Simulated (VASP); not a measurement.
The input files of a VASP run:

File POSCAR:
```
SnO
1
    3.7053557690     0.0000000000     0.0000000000
    0.0000000000     3.7053557690     0.0000000000
    0.0000000000     0.0000000000     4.3899925689
Sn O
2 2
Direct
  0.5000000000   0.0000000000   0.7368982069
  0.0000000000   0.5000000000   0.2631017931
  0.5000000000   0.5000000000   0.0000000000
  0.0000000000   0.0000000000   0.0000000000
```

### KPOINTS
```
Automatic mesh
0
Gamma
8 8 7
0 0 0
```

### INCAR
```
! general
SYSTEM   =  SnO
PREC     =  Accurate
ENCUT    =  620   ! plane-wave cut-off (eV)
LREAL    =  F   ! projection in real space or not
LASPH    =  T

! electronic loop
EDIFF    =  1E-6   ! SCF stop (eV)
NELM     =  100   ! most electronic steps
ALGO     =  Normal   ! blocked Davidson
LMAXMIX  =  4   ! l cut-off of mixed one-centre charges

! smearing
ISMEAR   =  1   ! Methfessel-Paxton
SIGMA    =  0.1   ! width (eV)

! ions
IBRION   =  2
NSW      =  40   ! most ionic steps
ISIF     =  3   ! ions, shape and volume
EDIFFG   =  -0.02
PSTRESS  =  100   ! kbar

! output
LWAVE    =  F
LCHARG   =  F
```

POTCAR, in this order: Sn_d O (LDA.64 set). Program: vasp_std.

Q: Translate this LDA calculation to Ansatz.

A: One equivalent input (not run):
Ansatz 0.2 input:
```yaml
crystal:
  lattice:
    - [3.7053558, 0.0000000, 0.0000000]
    - [0.0000000, 3.7053558, 0.0000000]
    - [0.0000000, 0.0000000, 4.3899926]
  atoms:
    - { symbol: Sn, position: [0.5000000, 0.0000000, 0.7368982] }
    - { symbol: Sn, position: [0.0000000, 0.5000000, 0.2631018] }
    - { symbol: O, position: [0.5000000, 0.5000000, 0.0000000] }
    - { symbol: O, position: [0.0000000, 0.0000000, 0.0000000] }
kpoints:
  mp_grid: { grid: [8, 8, 7] }
hamiltonian:
  xc: lda
  pseudopotentials: { kind: paw }
scf:
  occupations: { method: methfessel_paxton, width: 0.1 }
  max_iter: 100
relax:
  max_steps: 40
  f_tol: 0.02
  cell: { p_target: 10 }
output: { forces: true, stress: true, eigenvalues: true }
```
The two are equivalent in intent, not identical: each code has its own PAW files, so the cut-off isn't converted (ENCUT is set for VASP's; basis.ecutwfc is left out, and Ansatz then takes the one that its files recommend); Ansatz stops its SCF on the density residual and VASP on the energy change (EDIFF); Ansatz's lda is the Perdew-Wang form, while the LDA potentials of VASP carry Perdew-Zunger's.

The compound is SnO in the litharge structure. This run relaxes it under an external pressure of 10 GPa. Symmetry was kept, so distortions that lower it aren't found.
